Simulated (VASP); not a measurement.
Here is the system:

```
CELL_PARAMETERS angstrom
      3.30779     0.00000     0.00000
     -1.65389     2.86463     0.00000
      0.00000     0.00000     4.98288
ATOMIC_POSITIONS crystal
  Mg 0.33333 0.66667 0.00216
  Mg 0.66667 0.33333 0.50216
  O  0.33333 0.66667 0.40244
  O  0.66667 0.33333 0.90244
```

These are PBEsol GGA, VASP's PBE PAW potentials (set 64) (plane waves; VASP 6.6.1) values and carry that method's errors. Settings: 520 eV cut-off, 10×10×6 Γ-centred mesh, Gaussian smearing of 0.010 eV, potentials Mg O.

**Question.** Predict the energy per atom (σ→0).

**Answer.** 
* **energy per atom (σ→0)**: -6.138 eV/atom

The structure comes from a computed database's MgO entry (P6_3mc); how it stands against other phases isn't given here. The cell was not relaxed at this level.
